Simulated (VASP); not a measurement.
Energy against volume of MgO (rock salt). These are vdW-DF2, VASP's PBE PAW potentials (set 64) (plane waves; VASP) values and carry that method's errors. Settings: 520 eV cut-off, 11×11×11 Γ-centred mesh, Gaussian smearing of 0.050 eV, potentials Mg O.

```tsv
V (Å³/atom)	E (eV/atom)
9.472	-4.49869
9.765	-4.50338
10.058	-4.49985
10.351	-4.48927
```

Problem. Fit these four points and predict the energy of the run at 9.179 Å³/atom.

Solution. A cubic in V^(−2/3), the third-order Birch-Murnaghan form, passes through the four points with V0 = 9.78 Å³/atom and B0 = 149 GPa, and gives -4.4844 eV/atom there. The run gave -4.4845 eV/atom, -0.1 meV/atom from the fit; all five points give B0 = 149 GPa.

The compound is MgO in the rock salt structure. It was relaxed first.
